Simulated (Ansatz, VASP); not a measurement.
# CdIn3As3S in two plane-wave programs

Wanted: the spread between two codes on one cell, functional and k mesh. The cell is generated by rule, not measured, and may not be a known phase. The cell is taken from a series of runs on this material, whose earlier steps may have relaxed, scaled, displaced or heated it; both programs get it as it stands.

Method: plane waves, with VASP 6.6.1 beside it; relaxation of cell and atoms at LDA, in Ansatz 0.2.0.

The structure was built from a prototype and need not be the compound's stable phase.

## Step 1: Set-up

The structure is orthorhombic, space group Pmm2 (No. 25). The conventional cell has a = 4.242 Å, b = 4.262 Å, c = 11.766 Å, α = 90.00°, β = 90.00°, γ = 90.00°. As has 4 In at 2.58 to 2.63 Å nearest. Nearest to As lie 4 In at 2.59 to 2.63 Å. Nearest to As lie 2 Cd at 2.53 Å and 2 In at 2.58 Å. Cd has 2 As at 2.53 Å and 2 S at 2.60 Å nearest. Nearest to In lie 2 S at 2.55 Å and 2 As at 2.58 Å. Nearest to In lie 4 As at 2.59 to 2.63 Å. Farther neighbours and most contacts between anions are not listed.

## Step 2: Ansatz: relaxation of cell and atoms, LDA

Ansatz runs on its default PAW (the set named soft_2) files.

The relaxed volume is the usual yardstick between codes: in a stiff, nearly cubic crystal its relative difference is about their pressure difference at one cell divided by the bulk modulus.

The input, input.yaml:

```yaml
crystal:
  lattice:
    - [2.9994580605, 2.9994580605, 0.0]
    - [-3.0139076996, 3.0139076996, 0.0]
    - [0.0, 0.0, 11.7657296595]
  atoms:
    - { symbol: As, position: [0.5, 1.0, 0.1191388237] }
    - { symbol: As, position: [0.0, 0.5, 0.3754085041] }
    - { symbol: As, position: [0.5, 1.0, 0.6314668576] }
    - { symbol: Cd, position: [0.5, 0.5, 0.7475617343] }
    - { symbol: In, position: [0.0, 0.0, -0.0052950462] }
    - { symbol: In, position: [0.5, 0.5, 0.2494952649] }
    - { symbol: In, position: [0.0, 0.0, 0.5062036317] }
    - { symbol: S, position: [0.0, 0.5, 0.8760202299] }
kpoints:
  mp_grid: { grid: [8, 8, 4] }
hamiltonian:
  xc: lda
scf:
  occupations: { method: methfessel_paxton, width: 0.15 }
output:
  forces: true
  stress: true
  eigenvalues: true
relax:
  adjacent_minimum: "off"
  f_tol: 0.001
  max_steps: 60
  cell: { stress_tol: 0.01 }
```

Launch:

```sh
ansatz run input.yaml --threads 8 --pin off --max-ram 14336MiB --backend cpu --events-out ev --progress --plain --runs-dir out
```

Numbers of over 12 decimals in the logs are rounded to 6 here.

What it wrote:

```text
Engine: ansatz 0.2.0, aarch64-unknown-linux-gnu
Pseudopotentials: kind: paw
Pseudopotential: As, paw, valence charge 15, recommended cutoff 420 eV (normal), As.paw.azcp
Pseudopotential: Cd, paw, valence charge 20, recommended cutoff 420 eV (normal), Cd.paw.azcp
Pseudopotential: In, paw, valence charge 13, recommended cutoff 420 eV (normal), In.paw.azcp
Pseudopotential: S, paw, valence charge 6, recommended cutoff 420 eV (normal), S.paw.azcp
Functional definition: SPW92
  exchange = slater_x
  correlation = pw_c
Crystal: 8 atoms, lattice volume = 212.727 Å³
Basis set: ecut = 420 eV, 4115 PW (Γ)
Bands: 66, of which v1, the nominal top of the filled ones, is band 55 counted from 1 (54 counted from 0)
Symmetry: 4 space group operations
Space group: Pmm2 (ITA 25), of the structure as read, at distance tolerance 6.0e-5 Å
k-points: 75 of 256 (time reversal used)
Non-local potential: As, projectors of the file, l = 0: 2, l = 1: 2, l = 2: 3, l = 3: 1
Non-local potential: Cd, projectors of the file, l = 0: 3, l = 1: 2, l = 2: 2, l = 3: 1
Non-local potential: In, projectors of the file, l = 0: 2, l = 1: 2, l = 2: 2, l = 3: 2
Non-local potential: S, projectors of the file, l = 0: 2, l = 1: 2, l = 2: 2
PAW form: soft (Blöchl's): semilocal exchange-correlation on the pseudo side does not see the compensation charge
PAW frozen core: As, regenerated for the run's functional, and the local potential with it (the file was generated under x = pbe(κ = 0.804, μ = 0.219515), c = pbe(β = 0.066725))
PAW frozen core: Cd, regenerated for the run's functional, and the local potential with it (the file was generated under x = pbe(κ = 0.804, μ = 0.219515), c = pbe(β = 0.066725))
PAW frozen core: In, regenerated for the run's functional, and the local potential with it (the file was generated under x = pbe(κ = 0.804, μ = 0.219515), c = pbe(β = 0.066725))
PAW frozen core: S, regenerated for the run's functional, and the local potential with it (the file was generated under x = pbe(κ = 0.804, μ = 0.219515), c = pbe(β = 0.066725))
PAW one-centre angular grid: As, 590 points (default); XC on 64 Gauss nodes
PAW one-centre angular grid: Cd, 590 points (default); XC on 64 Gauss nodes
PAW one-centre angular grid: In, 590 points (default); XC on 64 Gauss nodes
PAW one-centre angular grid: S, 110 points (default); XC on 64 Gauss nodes
Initial density: superposition of atomic densities (neutral atoms: chi_scale 0, normalization atom), corrected by the library's trained network
Initial wavefunctions: pseudopotential atomic-orbital guess
Functional: x = slater, c = lda
SCF iter   1: F=—  HF=-39682.039803 eV  |F-HF|=—  |Δ(HF+E_count)|=         —  Δρ=7.33e-3  dr2=9.61e-2  ethr=1.77e-3  ⟨swp⟩=6.7  Hψ=17759  notcnv=0
preconditioner: auto → Resta (q_TF=auto, 2.444 Å⁻¹)  ε∞=3.7  [insulator: Δε(μ)=0.137 eV  Ē_g=13.069 eV  σ=0.150 eV  W_gap=0.54  n_scr=56 (ndim 8)  ℏωp=21.6 eV  f_vac=0.102  D(μ)=0.30/eV (n_scr^D=0)  ε∞_Penn≈3.7]
SCF iter   2: F=—  HF=-39682.013943 eV  |F-HF|=—  |Δ(HF+E_count)|=   2.59e-2  S|Δr|=    0.00e0  Δρ=3.11e-3  dr2=1.71e-2  ethr=8.73e-5  ⟨swp⟩=3.0  Hψ=10142  notcnv=0
SCF iter   3: F=—  HF=-39682.009496 eV  |F-HF|=—  |Δ(HF+E_count)|=   4.45e-3  S|Δr|=    0.00e0  Δρ=8.18e-4  dr2=1.41e-3  ethr=1.55e-5  ⟨swp⟩=3.0  Hψ=8349  notcnv=0
SCF iter   4: F=—  HF=-39682.009269 eV  |F-HF|=—  |Δ(HF+E_count)|=   2.27e-4  S|Δr|=    0.00e0  Δρ=2.40e-4  dr2=1.41e-4  ethr=1.28e-6  ⟨swp⟩=2.0  Hψ=8410  notcnv=0
SCF iter   5: F=—  HF=-39682.009274 eV  |F-HF|=—  |Δ(HF+E_count)|=   5.57e-6  S|Δr|=    0.00e0  Δρ=7.33e-5  dr2=1.61e-5  ethr=1.28e-7  ⟨swp⟩=2.0  Hψ=7785  notcnv=0
SCF iter   6: F=—  HF=-39682.009232 eV  |F-HF|=—  |Δ(HF+E_count)|=   4.20e-5  S|Δr|=    0.00e0  Δρ=2.69e-5  dr2=2.50e-6  ethr=1.47e-8  ⟨swp⟩=2.0  Hψ=8428  notcnv=0
SCF iter   7: F=—  HF=-39682.009232 eV  |F-HF|=—  |Δ(HF+E_count)|=   2.82e-7  S|Δr|=    0.00e0  Δρ=9.86e-6  dr2=4.09e-7  ethr=2.27e-9  ⟨swp⟩=2.0  Hψ=8653  notcnv=0
SCF iter   8: F=-39682.009232 eV  HF=-39682.009232 eV  |F-HF|=2.13e-8  |Δ(HF+E_count)|=   1.14e-8  S|Δr|=    0.00e0  Δρ=3.18e-6  dr2=3.99e-8  ethr=9.09e-11  ⟨swp⟩=9.2  Hψ=20152  notcnv=0
SCF 1 converged in 8 iterations: F = -39682.009232 eV  dr2 = 3.99e-8
  greatest PAW one-centre occupation: 1.000 electrons in one spin orbital (limit 2), on the Cd atom at site 3 (counted from 0), in its partial waves of l = 0
relax step   1: F+E_penalty+E_count = -39682.00923179 eV  Δ(F+E_penalty+E_count) = +0.000e0 eV  max|allowed force component| = 4.433e-3 eV/Å  Δτ_max = 0.0000 Å  P = -0.004 GPa  Ω = 212.727 Å³  (8 SCF iters, dr2 threshold 1.00e-7 eV, accepted)
[...]
relax step   3: F+E_penalty+E_count = -39682.00924242 eV  Δ(F+E_penalty+E_count) = -9.417e-7 eV  max|allowed force component| = 4.031e-4 eV/Å  Δτ_max = 0.0003 Å  P = +0.001 GPa  Ω = 212.705 Å³  energy of the carried Pulay correction = +3.491e-6 eV  (6 SCF iters, dr2 threshold 1.73e-10 eV, accepted)
[...]
relax step   4: F+E_penalty+E_count = -39682.00923734 eV  Δ(F+E_penalty+E_count) = +5.085e-6 eV  max|allowed force component| = 4.036e-4 eV/Å  Δτ_max = 0.0000 Å  P = +0.001 GPa  Ω = 212.705 Å³  stress off target by 1.25e-3 GPa  SCF on the basis re-selected at this cell (its energy is not comparable with the rows above)  (6 SCF iters)
basis re-selected at this cell: Δ(F+E_penalty+E_count) = +5.085e-6 eV, ΔP = +0.000 GPa vs the last step (what re-selecting the basis moved, of the pressure what is left beyond the Pulay correction that the steps carried, after the strain that the cell walked since its last selection, with what the two solves' SCF thresholds leave and, on support functions, any second-order correction that the steps lacked; it is no m [...]
SCF converged after 6 iterations
Stability not checked: this state was not tested for a lower state beside it, because cold or Methfessel-Paxton smearing, or corrected tetrahedra, fill the levels in a way that the test cannot read (fill_not_monotonic; see scf.lower_state_search)
Free energy (F): -39682.009237 eV
Harris-Foulkes:  -39682.009237 eV  (|F-HF|=7.28e-12)
Internal energy: -39682.010077 eV  (E = F + TS)
E sigma→0 (E₀):  -39682.009447 eV
Entropy (-TS):   0.000840 eV (0.105 meV/atom)
Fermi energy:    7.922502 eV
Step filling:    the computed levels leave a gap of 0.0207 eV = 0.1 smearing widths at the electron count; against every level under it full and every level over it empty, smearing changes F+E_penalty+E_count by +0.440 meV and its σ→0 estimate by +0.230 meV
--- Per-component energies (eV) ---
  E_band       = -1461.309834
  E_kinetic    = 1657.737472
  E_local      = -14203.762691  (includes V_loc(G=0)·N_el)
  E_nonlocal   = -814.644928
  E_hartree    = 6764.949101
  E_xc         = -1149.415042
  E_vxc        = -851.518365  (∫ρ·V_xc dr)
  E_paw        = -21825.378557  (= ΣΔE_a)
  E_vpaw       = -779.019547  (= ΣTr[D̂ρ^β])
  E_aug_tail   = 0.000116  (compensation charges beyond the density's cutoff)
  E_ewald      = -10119.494615
  E_core_change = 7.999066  (= ΣΔE_core)
  E_smearing   = 0.000840  (= −TS)
  E_closure    = 0.000000  (closes the sum)
  Σ components = -39682.009237   (vs F -39682.009237, Δ=0.00e0)
--- Forces (eV/Å), atoms counted from 1 ---
  atom   1  As     0.00000000    -0.00000000    -0.00002251
  atom   2  As     0.00000000     0.00000000     0.00033122
  atom   3  As     0.00000000    -0.00000000    -0.00036915
  atom   4  Cd     0.00000000     0.00000000    -0.00018754
  atom   5  In     0.00000000     0.00000000    -0.00021449
  atom   6  In     0.00000000     0.00000000    -0.00014170
  atom   7  In    -0.00000000     0.00000000     0.00040320
  atom   8  S      0.00000000    -0.00000000     0.00019792
  max |Σ_I F_I| component: 3.05e-6 eV/Å
--- Stress (GPa, compression-positive) ---
        0.000640       0.000611       0.000000
        0.000611       0.000640       0.000000
        0.000000       0.000000       0.000475
  P = ⅓ Tr σ = 0.0006 GPa (0.006 kbar)
--- Band table (eV; the first three rows and the last of 75) ---
  k-point 0: bands = [... 51 lower, 6.5795, 7.1979, 7.5535, 7.5546, 7.9104, 9.1199, 9.5385, 9.9421, ... 7 higher]
  k-point 1: bands = [... 51 lower, 6.5546, 6.6911, 7.4501, 7.8271, 8.2344, 9.1333, 9.4891, 9.7575, ... 7 higher]
  k-point 2: bands = [... 51 lower, 6.7607, 6.8067, 7.3047, 7.7321, 8.8034, 9.0551, 9.4661, 9.5221, ... 7 higher]
  k-point 74: bands = [... 51 lower, 5.0878, 5.2928, 5.3094, 5.6636, 9.8283, 10.1400, 10.1427, 10.3925, ... 7 higher]
--- Relaxed structure (3 steps of the walk, 3 accepted, 1 SCFs on fresh bases) ---
  F+E_penalty+E_count = -39682.00923734 eV   max|allowed force component| = 4.036e-4 eV/Å   (the final SCF, on the basis selected at the relaxed cell)
  cell:  # Å, volume = 212.7046 Å³
    - [2.999745, 2.999745, 0]
    - [-3.014614, 3.014614, 0]
    - [0, 0, 11.760637]
  atoms:
    - { symbol: As, position: [0.5, 1.0, 0.119116] }
    - { symbol: As, position: [0, 0.5, 0.375426] }
    - { symbol: As, position: [0.5, 1.0, 0.631513] }
    - { symbol: Cd, position: [0.500000, 0.500000, 0.747570] }
    - { symbol: In, position: [0, 0, -0.00532138] }
    - { symbol: In, position: [0.500000, 0.500000, 0.249496] }
    - { symbol: In, position: [0, 0, 0.506240] }
    - { symbol: S, position: [0, 0.5, 0.875960] }
```

(Continued in part 2 of 2.)

[Lines on the potential files, build, host, timing and source positions are cut from VASP's logs without a mark.]

[Logs are printed without paths, hosts, clocks, repeated set-up lines and the standing remarks that a program may print on its own settings, such as how far it seeks lower states.]

[Hosts, paths, dates, database ids (printed as entryN), source tags and the programs' standing remarks are cut or masked in the printed files.]
